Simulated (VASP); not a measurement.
Input:

```
LiNaZnS2
1.0
    3.98206     0.00000     0.00000
   -1.99103     3.44856     0.00000
    0.00000     0.00000     6.82385
Na Li Zn S
1 1 1 2
Direct
  0.00000   0.00000   0.02616
  0.33333   0.66667   0.35665
  0.66667   0.33333   0.61163
  0.33333   0.66667   0.73381
  0.66667   0.33333   0.27174
```

These are PBEsol GGA, VASP's PBE PAW potentials (set 64) (plane waves; VASP) values and carry that method's errors. Run with 400 eV cut-off, 10×10×5 Γ-centred mesh, Gaussian smearing of 0.010 eV, potentials Na_pv Li_sv Zn S.

At this cut-off the stress carries a Pulay error, which pulls relaxed volumes low.

Task: Estimate the energy per atom (σ→0), pressure, largest force.

Result: 
- energy per atom (σ→0): -3.821 eV/atom
- pressure: -2.73 GPa
- largest force: 0.123 eV/Å

Only differences to runs with the same potentials and settings are physical.

The structure comes from a computed database's NaLiZnS2 entry (P3m1); how it stands against other phases isn't given here. The cell was not relaxed at this level.
